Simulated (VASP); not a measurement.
Computed with revTPSS meta-GGA, VASP's PBE PAW potentials (set 64) (plane waves; VASP 6.6.1).

A VASP calculation is set up with these files.

**KPOINTS**
```
Automatic mesh
0
Gamma
11 11 11
0 0 0
```

File POSCAR:
```
Na
1
   -2.0969593653     2.0969593653     2.0969593653
    2.0969593653    -2.0969593653     2.0969593653
    2.0969593653     2.0969593653    -2.0969593653
Na
1
Direct
  0.0000000000   0.0000000000   0.0000000000
```

### INCAR
```
! general
SYSTEM  = Na
PREC    = Accurate
ENCUT   = 520
LREAL   = .False.
LASPH   = .True.   ! aspherical one-centre terms

! electronic loop
EDIFF   = 1E-6
NELM    = 100   ! most electronic steps
ALGO    = Normal   ! blocked Davidson
LMIXTAU = .True.

! smearing
ISMEAR  = 1
SIGMA   = 0.1

! functional
METAGGA = RTPSS

! ions
IBRION  = 2
NSW     = 60   ! most ionic steps
ISIF    = 3
EDIFFG  = -0.01   ! ionic stop

! output
LWAVE   = .False.
LCHARG  = .False.
```

POTCAR, in this order: Na_pv (PBE.64 set). Program: vasp_std.

What VASP printed:

### OSZICAR
```
       N       E                     dE             d eps       ncg     rms          rms(c)
DAV:   1     0.730451113557E+02    0.73045E+02   -0.12490E+04  1001   0.632E+03
DAV:   2     0.837188064972E+01   -0.64673E+02   -0.64478E+02  1498   0.718E+02
DAV:   3     0.380829844953E+01   -0.45636E+01   -0.45511E+01  1568   0.259E+02
DAV:   4     0.343909692333E+01   -0.36920E+00   -0.36920E+00  1568   0.821E+01
DAV:   5     0.339778307382E+01   -0.41314E-01   -0.41314E-01  1568   0.288E+01    0.659E-01
DAV:   6    -0.268558164640E+01   -0.60834E+01   -0.11149E+01   791   0.468E+01    0.672E-01
DAV:   7    -0.283965003884E+01   -0.15407E+00   -0.21190E-01  1092   0.874E+00    0.390E-01
DAV:   8    -0.284341992446E+01   -0.37699E-02   -0.44370E-03   889   0.129E+00    0.426E-01
DAV:   9    -0.731642456936E+00    0.21118E+01   -0.32340E+03   784   0.477E+04    0.722E-02
DAV:  10    -0.284567826057E+01   -0.21140E+01   -0.37547E+00   784   0.137E+01    0.164E-01
DAV:  11    -0.272096203015E+01    0.12472E+00   -0.54751E-01   784   0.108E+01    0.164E-01
DAV:  12    -0.278469790082E+01   -0.63736E-01   -0.24241E-01   784   0.678E+00    0.906E-02
DAV:  13    -0.284450260431E+01   -0.59805E-01   -0.11732E-01   784   0.421E+00    0.481E-02
DAV:  14    -0.284452525350E+01   -0.22649E-04   -0.43751E-04   994   0.266E-01    0.581E-02
DAV:  15    -0.284458223264E+01   -0.56979E-04   -0.56365E-05   819   0.120E-01    0.560E-02
DAV:  16    -0.277212313942E+01    0.72459E-01   -0.61883E+02   784   0.110E+04    0.343E-02
DAV:  17    -0.284414942097E+01   -0.72026E-01   -0.36126E-01   784   0.653E+00    0.196E-02
DAV:  18    -0.284453864048E+01   -0.38922E-03   -0.63841E-04   784   0.345E-01    0.939E-03
DAV:  19    -0.284460943453E+01   -0.70794E-04   -0.54011E-05   798   0.110E-01    0.749E-03
DAV:  20    -0.284461767157E+01   -0.82370E-05   -0.28444E-05   784   0.620E-02    0.488E-03
DAV:  21    -0.284463156344E+01   -0.13892E-04   -0.10290E-05   784   0.370E-02    0.369E-03
DAV:  22    -0.284463388756E+01   -0.23241E-05   -0.20525E-06   798   0.176E-02    0.284E-03
DAV:  23    -0.284463380484E+01    0.82714E-07   -0.16110E-07   644   0.732E-03
   1 F= -.28446338E+01 E0= -.28445192E+01  d E =-.284463E+01
```

OUTCAR:
```
------------------------ aborting loop because EDIFF is reached ----------------------------------------
  FORCE on cell =-STRESS in cart. coord.  units (eV):
  Direction    XX          YY          ZZ          XY          YZ          ZX
  --------------------------------------------------------------------------------------
  Total       -0.0080261     -0.0080261     -0.0080261     -0.0000000     -0.0000000      0.0000000
  in kB       -0.3486483     -0.3486483     -0.3486483     -0.0000000     -0.0000000      0.0000000
  external PRESSURE =      -0.3486483 kB  Pullay stress =       0.0000000 kB
  volume of cell :       36.88
      direct lattice vectors                 reciprocal lattice vectors
    -2.096959365  2.096959365  2.096959365     0.000000000  0.238440481  0.238440481
     2.096959365 -2.096959365  2.096959365     0.238440481  0.000000000  0.238440481
     2.096959365  2.096959365 -2.096959365     0.238440481  0.238440481  0.000000000
 POSITION                                       TOTAL-FORCE (eV/Angst)
 -----------------------------------------------------------------------------------
      0.00000      0.00000      0.00000         0.000000      0.000000     -0.000000
 -----------------------------------------------------------------------------------
    total drift:                                0.000000     -0.000000      0.000000
  FREE ENERGIE OF THE ION-ELECTRON SYSTEM (eV)
  ---------------------------------------------------
  free  energy   TOTEN  =        -2.8446338048 eV

  energy  without entropy=       -2.8442900979  energy(sigma->0) =       -2.84451924

 reached required accuracy - stopping structural energy minimisation
```
(Selected blocks of OUTCAR.)

The compound is Na in the bcc structure. It was relaxed first. The start is the result of an earlier pass.
